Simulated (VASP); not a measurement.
# LiBi2I2O2 (P-4m2) in VASP: band structure with PBE

Aim: the band structure of LiBi2I2O2 with PBE.

Everything below comes from runs of VASP 6.6.1. Logs are shortened: lines on timing, memory, paths and dates and some standing lists are left out, and cuts for length are marked.

### Step 1. Starting point

Symmetry: P-4m2, No. 115, tetragonal system. The conventional cell has a = 4.233 Å, b = 4.233 Å, c = 10.000 Å, α = 90.00°, β = 90.00°, γ = 90.00°. Bi (site symmetry 2mm) has 4 O at 2.38 Å as nearest neighbours. I (site symmetry 2mm) has 2 Li at 2.76 Å as nearest neighbours. O (site symmetry -4m2) is surrounded by 4 Bi at 2.38 Å. O (site symmetry -4m2) is surrounded by 4 Bi at 2.38 Å. Li (site symmetry -4m2) has 4 I at 2.76 Å as nearest neighbours.

The cell comes from a database or a generator and needn't be the stable form of this composition.

### Step 2. Band structure, PBE

run.py reads:

```python
from ase.calculators.vasp import Vasp
from ase.dft.bandgap import bandgap
from ase.spacegroup import crystal

atoms = crystal(
    ['Bi', 'I', 'O', 'O', 'Li'],
    basis=[[0.0, 0.5, 0.108177], [0.5, 0.0, 0.322499], [0.0, 0.0, 0.0], [0.5, 0.5, 0.0], [0.0, 0.0, 0.5]],
    spacegroup=115,
    setting=1,
    cellpar=[4.232823, 4.232823, 9.999939, 90.0, 90.0, 90.0],
    primitive_cell=True,
)
calc = Vasp(
    directory='calc',
    xc='pbe',
    pp='PBE',
    setups='minimal',
    prec='Accurate',
    encut=500,
    ediff=1e-06,
    ismear=0,
    sigma=0.05,
    lreal=False,
    lasph=True,
    nelm=80,
    algo='Normal',
    isif=2,
    lwave=False,
    lcharg=True,
    kpts=[6, 6, 3],
    gamma=True,
    nbands=28,
)
atoms.calc = calc

print('energy (eV):', atoms.get_potential_energy())
print('free energy (eV):', atoms.get_potential_energy(force_consistent=True))
efermi = calc.get_fermi_level()
print('Fermi level (eV):', efermi)
path = atoms.cell.bandpath(npoints=40, eps=1e-4)
print('path:', path.path)
calc.set(kpts=path.kpts, reciprocal=True, icharg=11, isym=0, lcharg=False)
calc.calculate(atoms)
print('gap on the path (eV):', bandgap(calc, efermi=efermi)[0])
print('direct gap on the path (eV):', bandgap(calc, efermi=efermi, direct=True)[0])
```

Potentials or basis: VASP PAW PBE potentials, release 64 (Bi, I, O, Li).

Started as:

```
$ python run.py
```

Standard output:

```text
energy (eV): -29.14799271
free energy (eV): -29.15053592
Fermi level (eV): 5.44586992
path: GXMGZRAZ,XR,MA
gap on the path (eV): 0.0
direct gap on the path (eV): 0.0
```

OUTCAR:

```text
ENCUT = 500.000000
   EDIFF = 1.00e-06
   GGA = PE
   PREC = Accurate
   ICHARG = 11
   ISIF = 2
   ISMEAR = 0
   ISYM = 0
   NELM = 80
   LASPH = .TRUE.
   LREAL = .FALSE.

 ion  position               nearest neighbor table
   1  0.000  0.500  0.108-   5 2.38   6 2.38   5 2.38   6 2.38   3 3.68   3 3.68   3 3.68   3 3.68
                             2 3.69   2 3.69   2 3.69   2 3.69
   2  0.500  0.000  0.892-   5 2.38   6 2.38   6 2.38   5 2.38   4 3.68   4 3.68   4 3.68   4 3.68
                             1 3.69   1 3.69   1 3.69   1 3.69
   3  0.500  0.000  0.322-   7 2.76   7 2.76   1 3.68   1 3.68   1 3.68   1 3.68
   4  0.000  0.500  0.678-   7 2.76   7 2.76   2 3.68   2 3.68   2 3.68   2 3.68
   5  0.000  0.000  0.000-   1 2.38   2 2.38   1 2.38   2 2.38
   6  0.500  0.500  0.000-   1 2.38   2 2.38   2 2.38   1 2.38
   7  0.000  0.000  0.500-   3 2.76   4 2.76   4 2.76   3 2.76

IMPORTANT INFORMATION: All symmetrisations will be switched off!
NOSYMM: (Re-)initialisation of all symmetry stuff for point group C_1.

----------------------------------------------------------------------------------------

                                     Primitive cell

  volume of cell :     179.1668

  direct lattice vectors                    reciprocal lattice vectors
     4.232823000  0.000000000  0.000000000     0.236248953  0.000000000  0.000000000
     0.000000000  4.232823000  0.000000000     0.000000000  0.236248953  0.000000000
     0.000000000  0.000000000  9.999939000     0.000000000  0.000000000  0.100000610

  length of vectors
     4.232823000  4.232823000  9.999939000     0.236248953  0.236248953  0.100000610

  position of ions in fractional coordinates (direct lattice)
     0.000000000  0.500000000  0.108177000
     0.500000000  0.000000000  0.891823000
[... 97 lines left out ...]
   IVDW    =     0    specifies the selected vdW correction
   LEPSILON=     F    determine dielectric tensor
   LRPA    =     F    only Hartree local field effects (RPA)
 non-spin polarized calculation
 Gauss-broadening in eV      SIGMA  =   0.05
  energy-cutoff  :      500.00
  volume of cell :      179.17
 maximum number of plane-waves:      4596
 NGX is ok and might be reduce to    32

 number of electron      36.9999990 magnetization

 Free energy of the ion-electron system (eV)
  ---------------------------------------------------
  ext. energy  EPLUGINS =         0.00000000
  ---------------------------------------------------
  free energy    TOTEN  =       -29.28326089 eV

  energy without entropy =      -29.27768427  energy(sigma->0) =      -29.28047258

 E-fermi :   5.2143     XC(G=0):  -8.8575

 val. band max:        5.2114898547   @ k =   0.0000   0.2000   0.5000
 cond. band min:       5.2204867642   @ k =   0.0000   0.0000   0.0000
 fundamental gap:      0.0089969095
 Fermi energy:         5.2143382041

 k-point     1 :       0.0000    0.0000    0.0000
  band No.  band energies     occupation
      1     -15.1354      2.00000
      2     -13.5382      2.00000
      3      -8.4377      2.00000
      4      -8.4050      2.00000
      5      -6.2205      2.00000
      6      -4.7172      2.00000
[... 733 lines left out ...]
     27      10.3805      0.00000
     28      10.5430      0.00000

 [... further k-points ...]
[... 5 lines left out ...]
  --------------------------------------------------------------------------------------
  -------------------------------------------------------------------------------------
  Total        5.0029559     -4.1891027     -1.8209143     -0.8594722     -0.0000009     -0.0000102
  in kB       44.7383219    -37.4605388    -16.2833032     -7.6857253     -0.0000077     -0.0000916
  external PRESSURE =      -3.0018400 kB  Pullay stress =       0.0000000 kB

 VOLUME and BASIS-vectors are now :
 -----------------------------------------------------------------------------
  energy-cutoff  :      500.00
  volume of cell :      179.17
      direct lattice vectors                 reciprocal lattice vectors
     4.232823000  0.000000000  0.000000000     0.236248953  0.000000000  0.000000000
     0.000000000  4.232823000  0.000000000     0.000000000  0.236248953  0.000000000
     0.000000000  0.000000000  9.999939000     0.000000000  0.000000000  0.100000610

 POSITION                                       TOTAL-FORCE (eV/Angst)
 -----------------------------------------------------------------------------------
      0.00000      2.11641      1.08176         0.000002      0.000004      0.108996
      2.11641      0.00000      8.91818         0.000001      0.000001     -0.108709
      2.11641      0.00000      3.22497        -0.000002      0.000009     -0.245171
      0.00000      2.11641      6.77497        -0.000001     -0.000001      0.265895
      0.00000      0.00000      0.00000        -0.000007     -0.000007     -0.993887
      2.11641      2.11641      0.00000         0.000005     -0.000008      0.981807
      0.00000      0.00000      4.99997         0.000002      0.000002     -0.008931
 -----------------------------------------------------------------------------------
    total drift:                               -0.000007     -0.000011     -0.012232

  FREE ENERGIE OF THE ION-ELECTRON SYSTEM (eV)
  ---------------------------------------------------
  free  energy   TOTEN  =       -29.2832608879 eV

  energy  without entropy=      -29.2776842673  energy(sigma->0) =      -29.28047258
```

INCAR:

```text
ENCUT = 500.000000
SIGMA = 0.050000
EDIFF = 1.00e-06
ALGO = Normal
GGA = PE
PREC = Accurate
ICHARG = 11
ISIF = 2
ISMEAR = 0
ISYM = 0
NBANDS = 28
NELM = 80
LASPH = .TRUE.
LCHARG = .FALSE.
LWAVE = .FALSE.
LREAL = .FALSE.
```

Wall time 2.3 min (1 thread of Intel Xeon 6975P-C (Granite Rapids), shared host); peak memory 0.36 GiB.

Results:

| Quantity | Value |
| --- | --- |
| Band gap along the path | none (metal or under the smearing width) |

Levels at the corners of the path, in eV from the Fermi level:
```csv
point,band 17,band 18,band 19,band 20,band 21,band 22
Γ,-2.80,-2.80,-1.00,-0.23,1.72,1.72
X,-2.90,-2.48,1.11,1.13,1.40,1.57
M,-3.53,-3.53,-0.27,-0.14,1.47,1.47
Γ,-2.80,-2.80,-1.00,-0.23,1.72,1.72
Z,-2.71,-2.71,-0.94,-0.67,1.57,1.57
R,-2.90,-2.48,1.19,1.23,1.28,1.38
A,-3.61,-3.61,-0.11,0.13,1.44,1.44
Z,-2.71,-2.71,-0.94,-0.67,1.57,1.57
X,-2.90,-2.48,1.11,1.13,1.40,1.57
R,-2.90,-2.48,1.19,1.23,1.28,1.38
M,-3.53,-3.53,-0.27,-0.14,1.47,1.47
A,-3.61,-3.61,-0.11,0.13,1.44,1.44
```

Caveat: the log is that of the step along the path at fixed density, whose energy, stress, charges and moments have no meaning; spin-orbit coupling is left out, which moves the levels of the heavy elements; an odd number of electrons without spin polarisation forces a metal; a magnetic or distorted state may lie lower.

### Step 3. For comparison

An earlier run on the cell as given: functional PBE; potentials or basis VASP PAW PBE potentials, release 64 (Bi_d, I, O, Li_sv); cutoff 520 eV; k mesh 6 × 6 × 3; occupations fermi-dirac, width 0.05 eV; no spin polarisation.

* Largest force: 0.085 eV/Å
* Band gap on the k mesh: none (metal or under the smearing width)
